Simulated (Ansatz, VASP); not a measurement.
# Nb3AuC (Nb3AuC antiperovskite): VASP beside Ansatz, part 2 of 3

One calculation is typed for both programs; each brings its own data sets. How far apart do they land? The cell is generated by rule, not measured, and may not be a known phase. The cell is taken from a series of runs on this material, whose earlier steps may have relaxed, scaled, displaced or heated it; both programs get it as it stands.

VASP 6.6.1 and Ansatz 0.2.0.

So far: The structure; VASP: zone-centre phonons, PBE.

### 2. VASP: zone-centre phonons, PBE (continued)

Level of this step: PBE; plane waves and PAW (Au, Nb_sv, C); invented cell (VASP).

From OUTCAR (step 2):

```text
ion  position               nearest neighbor table
   1  0.000  0.000  0.000-   2 3.04   3 3.04   4 3.04   3 3.04   4 3.04   2 3.04   4 3.04   4 3.04
                             2 3.04   3 3.04   3 3.04   2 3.04
   2  0.500  0.500  0.000-   5 2.15   5 2.15   4 3.04   1 3.04   3 3.04   4 3.04   3 3.04   1 3.04
                             3 3.04   3 3.04   1 3.04   4 3.04   4 3.04   1 3.04
   3  0.500  0.000  0.500-   5 2.15   5 2.15   4 3.04   1 3.04   1 3.04   2 3.04   2 3.04   4 3.04
                             2 3.04   2 3.04   1 3.04   4 3.04   1 3.04   4 3.04
   4  0.000  0.500  0.500-   5 2.15   5 2.15   3 3.04   1 3.04   1 3.04   2 3.04   1 3.04   3 3.04
                             1 3.04   2 3.04   3 3.04   2 3.04   2 3.04   3 3.04
   5  0.500  0.500  0.500-   2 2.15   3 2.15   4 2.15   2 2.15   3 2.15   4 2.15

  LATTYP: Found a simple cubic cell.
 ALAT       =     4.2942920879

 Subroutine GETGRP returns: Found 48 space group operations
 (whereof 48 operations were pure point group operations)

The static configuration has the point symmetry O_h .

 Found     10 irreducible k-points:

   k-points           NKPTS =     10   k-points in BZ     NKDIM =     10   number of bands    NBANDS=     33

   dimension x,y,z NGX =    36 NGY =   36 NGZ =   36
   dimension x,y,z NGXF=    72 NGYF=   72 NGZF=   72

   ENCUT  =  600.0 eV  44.10 Ry    6.64 a.u.   8.58  8.58  8.58*2*pi/ulx,y,z

   NELECT =      54.0000    total number of electrons

 k-points in reciprocal lattice and weights: Automatic mesh
   0.00000000  0.00000000  0.00000000       0.016
   0.25000000  0.00000000  0.00000000       0.094
   0.50000000  0.00000000  0.00000000       0.047
   0.25000000  0.25000000  0.00000000       0.188
   0.50000000  0.25000000  0.00000000       0.188
   0.50000000  0.50000000  0.00000000       0.047
   0.25000000  0.25000000  0.25000000       0.125
   0.50000000  0.25000000  0.25000000       0.188
   0.50000000  0.50000000  0.25000000       0.094
   0.50000000  0.50000000  0.50000000       0.016

 average (electrostatic) potential at core
       1 -63.5367       2 -78.1887       3 -78.1887       4 -78.1887       5 -43.8690

  Total       -0.1822010     -0.1822010     -0.1822010      0.0000000      0.0000000      0.0000000
  in kB       -3.6862660     -3.6862660     -3.6862660      0.0000000      0.0000000      0.0000000
  external PRESSURE =      -3.6862660 kB  Pullay stress =       0.0000000 kB

  energy-cutoff  :      600.00
  volume of cell :       79.19
      direct lattice vectors                 reciprocal lattice vectors
     4.294292088  0.000000000  0.000000000     0.232867253  0.000000000  0.000000000
     0.000000000  4.294292088  0.000000000     0.000000000  0.232867253  0.000000000
     0.000000000  0.000000000  4.294292088     0.000000000  0.000000000  0.232867253

 POSITION                                       TOTAL-FORCE (eV/Angst)
 -----------------------------------------------------------------------------------
      0.00000      0.00000      0.00000         0.000000      0.000000      0.000000
      2.14715      2.14715      0.00000         0.000000      0.000000      0.000000
      2.14715      0.00000      2.14715         0.000000      0.000000      0.000000
      0.00000      2.14715      2.14715         0.000000      0.000000      0.000000
      2.14715      2.14715      2.14715         0.000000      0.000000      0.000000
 -----------------------------------------------------------------------------------
    total drift:                                0.000000      0.000000      0.000000

 Eigenvectors and eigenvalues of the dynamical matrix
 ----------------------------------------------------

   1 f  =   20.121706 THz   126.428406 2PiTHz  671.187856 cm-1    83.216651 meV
             X         Y         Z           dx          dy          dz
      0.000000  0.000000  0.000000    -0.000225   -0.005064   -0.000000
      2.147146  2.147146  0.000000    -0.000521   -0.011718    0.000000
      2.147146  0.000000  2.147146    -0.000521    0.366300    0.000000
      0.000000  2.147146  2.147146     0.016287   -0.011718    0.000000
      2.147146  2.147146  2.147146    -0.041318   -0.929274    0.000000

   2 f  =   20.121706 THz   126.428406 2PiTHz  671.187856 cm-1    83.216651 meV
             X         Y         Z           dx          dy          dz
      0.000000  0.000000  0.000000     0.000000    0.000000    0.005069
      2.147146  2.147146  0.000000     0.000000    0.000000   -0.366662
      2.147146  0.000000  2.147146     0.000000   -0.000000    0.011729
      0.000000  2.147146  2.147146    -0.000000    0.000000    0.011729
      2.147146  2.147146  2.147146     0.000000    0.000000    0.930192

   3 f  =   20.121706 THz   126.428406 2PiTHz  671.187856 cm-1    83.216651 meV
             X         Y         Z           dx          dy          dz
      0.000000  0.000000  0.000000    -0.005064    0.000225    0.000000
      2.147146  2.147146  0.000000    -0.011718    0.000521   -0.000000
      2.147146  0.000000  2.147146    -0.011718   -0.016287   -0.000000
      0.000000  2.147146  2.147146     0.366300    0.000521   -0.000000
      2.147146  2.147146  2.147146    -0.929274    0.041318   -0.000000

   4 f  =    6.185135 THz    38.862350 2PiTHz  206.313899 cm-1    25.579652 meV
             X         Y         Z           dx          dy          dz
      0.000000  0.000000  0.000000     0.040004    0.074997    0.000000
      2.147146  2.147146  0.000000    -0.219323   -0.411176    0.000000
      2.147146  0.000000  2.147146    -0.219323    0.609958    0.000000
      0.000000  2.147146  2.147146     0.325353   -0.411176   -0.000000
      2.147146  2.147146  2.147146     0.133561    0.250393    0.000000

   5 f  =    6.185135 THz    38.862350 2PiTHz  206.313899 cm-1    25.579652 meV
             X         Y         Z           dx          dy          dz
      0.000000  0.000000  0.000000    -0.074997    0.040004    0.000000
      2.147146  2.147146  0.000000     0.411176   -0.219323   -0.000000
      2.147146  0.000000  2.147146     0.411176    0.325353    0.000000
      0.000000  2.147146  2.147146    -0.609958   -0.219323   -0.000000
      2.147146  2.147146  2.147146    -0.250393    0.133561    0.000000

   6 f  =    6.185135 THz    38.862350 2PiTHz  206.313899 cm-1    25.579652 meV
             X         Y         Z           dx          dy          dz
      0.000000  0.000000  0.000000     0.000000    0.000000   -0.084999
      2.147146  2.147146  0.000000    -0.000000   -0.000000   -0.691305
      2.147146  0.000000  2.147146    -0.000000    0.000000    0.466013
      0.000000  2.147146  2.147146     0.000000   -0.000000    0.466013
      2.147146  2.147146  2.147146     0.000000    0.000000   -0.283787

   7 f  =    5.466768 THz    34.348716 2PiTHz  182.351751 cm-1    22.608726 meV
             X         Y         Z           dx          dy          dz
      0.000000  0.000000  0.000000     0.000000    0.000000    0.000000
      2.147146  2.147146  0.000000     0.006731   -0.031982   -0.000000
      2.147146  0.000000  2.147146    -0.006731    0.000000   -0.706351
      0.000000  2.147146  2.147146     0.000000    0.031982    0.706351
      2.147146  2.147146  2.147146    -0.000000    0.000000   -0.000000

   8 f  =    5.466768 THz    34.348716 2PiTHz  182.351751 cm-1    22.608726 meV
             X         Y         Z           dx          dy          dz
      0.000000  0.000000  0.000000    -0.000000    0.000000    0.000000
      2.147146  2.147146  0.000000    -0.694077   -0.135119   -0.000000
      2.147146  0.000000  2.147146     0.694077    0.000000   -0.000497
      0.000000  2.147146  2.147146    -0.000000    0.135119    0.000497
      2.147146  2.147146  2.147146    -0.000000    0.000000   -0.000000

   9 f  =    5.466768 THz    34.348716 2PiTHz  182.351751 cm-1    22.608726 meV
             X         Y         Z           dx          dy          dz
      0.000000  0.000000  0.000000    -0.000000   -0.000000   -0.000000
      2.147146  2.147146  0.000000     0.134952   -0.693340    0.000000
      2.147146  0.000000  2.147146    -0.134952   -0.000000    0.032679
      0.000000  2.147146  2.147146    -0.000000    0.693340   -0.032679
      2.147146  2.147146  2.147146     0.000000   -0.000000    0.000000

  10 f  =    3.158428 THz    19.844989 2PiTHz  105.353822 cm-1    13.062203 meV
             X         Y         Z           dx          dy          dz
      0.000000  0.000000  0.000000     0.704581   -0.290585    0.028630
      2.147146  2.147146  0.000000    -0.287110    0.118410   -0.016617
      2.147146  0.000000  2.147146    -0.287110    0.168656   -0.011667
      0.000000  2.147146  2.147146    -0.408940    0.118410   -0.011667
      2.147146  2.147146  2.147146    -0.157794    0.065078   -0.006412

  11 f  =    3.158428 THz    19.844989 2PiTHz  105.353822 cm-1    13.062203 meV
             X         Y         Z           dx          dy          dz
      0.000000  0.000000  0.000000    -0.027240    0.009042    0.762148
      2.147146  2.147146  0.000000     0.011100   -0.003685   -0.442353
      2.147146  0.000000  2.147146     0.011100   -0.005248   -0.310568
      0.000000  2.147146  2.147146     0.015810   -0.003685   -0.310568
      2.147146  2.147146  2.147146     0.006101   -0.002025   -0.170687

  12 f  =    3.158428 THz    19.844989 2PiTHz  105.353822 cm-1    13.062203 meV
             X         Y         Z           dx          dy          dz
      0.000000  0.000000  0.000000     0.290719    0.705104    0.002025
      2.147146  2.147146  0.000000    -0.118465   -0.287323   -0.001176
      2.147146  0.000000  2.147146    -0.118465   -0.409244   -0.000825
      0.000000  2.147146  2.147146    -0.168734   -0.287323   -0.000825
      2.147146  2.147146  2.147146    -0.065108   -0.157911   -0.000454

  13 f/i=    0.046976 THz     0.295158 2PiTHz    1.566944 cm-1     0.194276 meV
             X         Y         Z           dx          dy          dz
      0.000000  0.000000  0.000000     0.624751   -0.143959    0.004214
      2.147146  2.147146  0.000000     0.420374   -0.096865    0.002878
      2.147146  0.000000  2.147146     0.420374   -0.098311    0.002836
      0.000000  2.147146  2.147146     0.426649   -0.096865    0.002836
      2.147146  2.147146  2.147146     0.154170   -0.035525    0.001040

  14 f/i=    0.046976 THz     0.295158 2PiTHz    1.566944 cm-1     0.194276 meV
             X         Y         Z           dx          dy          dz
      0.000000  0.000000  0.000000     0.143958    0.624765    0.000528
      2.147146  2.147146  0.000000     0.096865    0.420383    0.000361
      2.147146  0.000000  2.147146     0.096865    0.426658    0.000355
      0.000000  2.147146  2.147146     0.098310    0.420383    0.000355
      2.147146  2.147146  2.147146     0.035525    0.154174    0.000130

  15 f/i=    0.046976 THz     0.295158 2PiTHz    1.566944 cm-1     0.194276 meV
             X         Y         Z           dx          dy          dz
      0.000000  0.000000  0.000000    -0.004225    0.000432    0.641122
      2.147146  2.147146  0.000000    -0.002843    0.000291    0.437829
      2.147146  0.000000  2.147146    -0.002843    0.000295    0.431389
      0.000000  2.147146  2.147146    -0.002886    0.000291    0.431389
      2.147146  2.147146  2.147146    -0.001043    0.000107    0.158210

 ELASTIC MODULI CONTR FROM IONIC RELAXATION (kBar)
 Direction    XX          YY          ZZ          XY          YZ          ZX
 --------------------------------------------------------------------------------
 XX           0.0000      0.0000      0.0000      0.0000      0.0000      0.0000
 YY           0.0000      0.0000      0.0000      0.0000      0.0000      0.0000
 ZZ           0.0000      0.0000      0.0000      0.0000      0.0000      0.0000
 XY           0.0000      0.0000      0.0000      0.0000      0.0000      0.0000
 YZ           0.0000      0.0000      0.0000      0.0000      0.0000      0.0000
 ZX           0.0000      0.0000      0.0000      0.0000      0.0000      0.0000
 --------------------------------------------------------------------------------
```

(Continued in part 3 of 3.)

[Lines on the potential files, build, host, timing and source positions are cut from VASP's logs without a mark.]

[Logs are printed without paths, hosts, clocks, repeated set-up lines and the standing remarks that a program may print on its own settings, such as how far it seeks lower states.]

[Hosts, paths, dates, database ids (printed as entryN), source tags and the programs' standing remarks are cut or masked in the printed files.]
